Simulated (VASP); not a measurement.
Here is the system:

```
CoSi2
1.0
    0.00000     2.68323     2.68323
    2.68323     0.00000     2.68323
    2.68323     2.68323     0.00000
Co Si
1 2
Direct
  0.00000   0.00000   0.00000
  0.25000   0.25000   0.25000
  0.75000   0.75000   0.75000
```

Calculation: PW91 GGA, VASP's PBE PAW potentials (set 64) (plane waves; VASP 6.6.1). Run with 520 eV cut-off, 11×11×11 Γ-centred mesh, tetrahedra with Blöchl corrections, potentials Co Si.

Task: What does the run give for the energy per atom (σ→0), band gap (on the k-mesh) with the smallest direct gap where there is one?

Result: 
band gap (on the k-mesh): none (metal, semimetal or under 0.01 eV)
energy per atom (σ→0): -6.398 eV/atom

Only differences to runs with the same potentials and settings are physical.

The compound is CoSi2 in the fluorite structure. It was relaxed first. The run is not spin-polarised, so no magnetic state was tried. The electron count is odd and the run is not spin-polarised, which forces a metal.
